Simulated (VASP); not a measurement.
The system is TiMoSe4.

```xyz
6
Lattice="6.0557 0.0000 0.0000 -3.0279 5.2444 0.0000 0.0000 0.0000 4.5729" Properties=species:S:1:pos:R:3 pbc="T T T"
Ti    0.0000    0.0000    0.0000
Mo    0.0000    3.4963    0.0000
Se    3.0279    1.7481    0.0000
Se    3.0279    0.0477    2.2865
Se    4.5005    2.5983    2.2865
Se    1.5553    2.5983    2.2865
```

The cell was built by a generator and needn't be a form met in nature.

```yaml
Program: VASP 6.6.1
Task: relaxation of cell and atoms
Functional: PBE
Potentials_or_basis: VASP PAW PBE potentials, release 64 (Ti_sv, Mo_sv, Se)
Cutoff: 520 eV
k_mesh: 3 × 3 × 3
Occupations: gaussian, width 0.15 eV
Spin: no spin polarisation
```

At the start: pressure -9.5 GPa; volume 24.20 Å³/atom.

**Question.** Where does the relaxation end?

**Answer.** Over 7 steps the energy falls by 238.5 meV/atom and the volume is 20.54 Å³/atom (-15.1 %); space group P-6m2 (No. 187, to 0.05 Å).

Step by step:
| step | energy change (eV) | largest force (eV/Å) | pressure (GPa) | volume (Å³) |
| --- | --- | --- | --- | --- |
| 1 | 0.0000 | 2.0926 | -9.45 | 145.23 |
| 2 | -1.2557 | 0.9869 | 4.61 | 117.22 |
| 3 | -1.2735 | 1.2242 | 2.60 | 119.57 |
| 4 | -1.4101 | 0.4221 | 1.60 | 121.47 |
| 5 | -1.4200 | 0.0569 | 1.63 | 121.09 |
| 6 | -1.4276 | 0.1552 | -0.88 | 124.49 |
| 7 | -1.4312 | 0.0792 | -0.03 | 123.26 |

Final structure:
```cif
data_structure
_symmetry_space_group_name_H-M 'P 1'
_symmetry_Int_Tables_number 1
_cell_length_a 5.6587
_cell_length_b 5.6587
_cell_length_c 4.4449
_cell_angle_alpha 90.000
_cell_angle_beta 90.000
_cell_angle_gamma 120.000
_cell_volume 123.26
loop_
_atom_site_label
_atom_site_type_symbol
_atom_site_fract_x
_atom_site_fract_y
_atom_site_fract_z
_atom_site_occupancy
Ti1 Ti 0.00000 0.00000 0.00000 1
Mo1 Mo 0.33333 0.66667 0.00000 1
Se1 Se 0.66667 0.33333 0.00000 1
Se2 Se 0.49018 0.98036 0.50000 1
Se3 Se 0.01964 0.50982 0.50000 1
Se4 Se 0.49018 0.50982 0.50000 1
```

Caveat: the k mesh is coarse (spacing up to 0.46 Å⁻¹), so the values aren't converged; the volume moved by over 15 % at a fixed basis, so the end points are rough.
